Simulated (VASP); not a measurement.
Input:

```
Cr
1.0
    2.88000     0.00000     0.00000
    0.00000     2.88000     0.00000
    0.00000     0.00000     2.88000
Cr
2
Cartesian
  0.00000   0.00000   0.00000
  1.44000   1.44000   1.44000
```
Starting moments (μB, in the order of the record's atoms Cr Cr): 1.5 -1.5.

Method: PBE GGA, VASP's PBE PAW potentials (set 64) (plane waves; VASP). Run with 300 eV cut-off, 9×9×9 Γ-centred mesh, Gaussian smearing of 0.20 eV, potentials Cr_pv.

At this cut-off the stress carries a Pulay error, which pulls relaxed volumes low.

What does the run give for the cell moment, energy per atom (σ→0), pressure, band gap (on the k-mesh) with the smallest direct gap where there is one?

| Quantity | Value |
|---|---|
| band gap (on the k-mesh) | none (metal, semimetal or under 0.01 eV) |
| cell moment | 0.00 μB |
| energy per atom (σ→0) | -9.533 eV/atom |
| pressure | -39.1 kbar |

Give the moment on each site (PAW-sphere projection).

| site | moment (μB) |
|---|---|
| Cr1 | 1.19 |
| Cr2 | -1.19 |

The absolute energy has meaning only against runs of the same code, potentials and settings.

The structure is a typed Cr crystal (Im-3m). The cell was not relaxed at this level.
